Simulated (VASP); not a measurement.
An input for Ansatz (written as the equivalent of a VASP run, and not itself run):

Ansatz 0.2 input:
```yaml
crystal:
  lattice:
    - [2.7244150, 0.0000000, 0.0000000]
    - [0.0000000, 2.7244150, 0.0000000]
    - [0.0000000, 0.0000000, 2.7244150]
  atoms:
    - { symbol: Cr, position: [0.0000000, 0.0000000, 0.0000000], spin: 1 }
    - { symbol: Cr, position: [0.5000000, 0.5000000, 0.5000000], spin: -1 }
kpoints:
  mp_grid: { grid: [13, 13, 13] }
hamiltonian:
  xc: pbe
  pseudopotentials: { kind: paw }
magnetization: { spin_polarized: true }
scf:
  occupations: { method: methfessel_paxton, width: 0.1 }
  max_iter: 100
relax:
  max_steps: 40
  f_tol: 0.02
  cell: { p_target: 45 }
output: { forces: true, stress: true, eigenvalues: true }
```

Q: Translate this input to VASP (INCAR, KPOINTS, POSCAR, choice of POTCAR).

A: One answer among several that fit: 
**INCAR**
```
LORBIT = 10
SIGMA = 0.1   ! width (eV)
ISIF = 3   ! ions, shape and volume
NELM = 100
LCHARG = F
LWAVE = F
SYSTEM = Cr
ALGO = Normal
ISPIN = 2   ! spin-polarised
NSW = 40   ! most ionic steps
ISMEAR = 1   ! Methfessel-Paxton
MAGMOM = 1.0 -1.0
LMAXMIX = 4   ! l cut-off of mixed one-centre charges
GGA = PE
PSTRESS = 450
LREAL = F   ! projection in real space or not
LASPH = T   ! aspherical one-centre terms
IBRION = 2   ! conjugate gradients
EDIFFG = -0.02   ! ionic stop
PREC = Accurate
ENCUT = 500   ! plane-wave cut-off (eV)
EDIFF = 1E-6   ! SCF stop (eV)
```

### KPOINTS
```
Automatic mesh
0
Gamma
13 13 13
0 0 0
```

POSCAR:
```
Cr
1
    2.7244149881    -0.0000000000    -0.0000000000
   -0.0000000000     2.7244149881    -0.0000000000
    0.0000000000     0.0000000000     2.7244149881
Cr
2
Direct
  0.0000000000   0.0000000000   0.0000000000
  0.5000000000   0.5000000000   0.5000000000
```

POTCAR, in this order: Cr_pv (PBE.64 set). Program: vasp_std.

Limits of the translation: each code has its own PAW files, so the cut-off isn't converted (ENCUT is set for VASP's; basis.ecutwfc is left out, and Ansatz then takes the one that its files recommend); Ansatz stops its SCF on the density residual and VASP on the energy change (EDIFF).

The compound is Cr in the bcc, AFM order structure. It was relaxed first under an external pressure of 45 GPa.
